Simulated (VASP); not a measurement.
Cost and result of VASP (PAW) for the lattice constant a of Rb (bcc). Static lattice. The cost counts the five points of the equation of state, each on the mesh and cut-off of its row, so the ratios hold those differences too. With PBEsol it took about 70 core-seconds. Costs are core time on shared hosts, one run each; read them as rough ratios.

Measured: 5.576 Å at 0 K (as given by Gábor I. Csonka et al., Physical Review B (2009), arXiv:0903.4037; low-temperature or extrapolated to 0 K; zero-point anharmonic expansion removed).

```tsv
level	k-mesh	cut-off (eV)	lattice constant a (Å)	error (%)	cost over PBEsol
PBEsol	9×9×9	520	5.568	-0.1	reference
PBE-D3 (zero damping)	9×9×9	520	5.615	+0.7	within a factor of 2
vdW-DF-cx	9×9×9	520	5.626	+0.9	about 3 times
r2SCAN	9×9×9	520	5.746	+3.0	about 10 times
SCAN	9×9×9	520	5.712	+2.4	about 20 times
```

Within 0.3 % of the measurement lie PBEsol; PBEsol stands at the low end of their costs.

Left out are levels that failed, ran on another kind of processor or have no fit band path; at most nine are shown.

The compound is Rb in the bcc structure.
